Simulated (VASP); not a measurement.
Consider the following.

```xyz
1
Lattice="-1.5651 1.5651 1.5651 1.5651 -1.5651 1.5651 1.5651 1.5651 -1.5651" Properties=species:S:1:pos:R:3 pbc="T T T"
Mo     0.0000     0.0000     0.0000
```

Calculation: PBEsol GGA, VASP's PBE PAW potentials (set 64) (plane waves; VASP). Numerical set-up: 400 eV cut-off, 15×15×15 Γ-centred mesh, first-order Methfessel-Paxton smearing of 0.10 eV, potentials Mo_sv.

Task: What does the run give for the energy per atom (σ→0), band gap (on the k-mesh) with the smallest direct gap where there is one?

Result: 
The band gap (on the k-mesh) comes out as none (metal, semimetal or under 0.01 eV) and the energy per atom (σ→0) is -1136.0 kJ/mol of atoms.

The absolute energy has meaning only against runs of the same code, potentials and settings.

The compound is Mo in the bcc structure. It was relaxed first. The start is the result of an earlier pass.
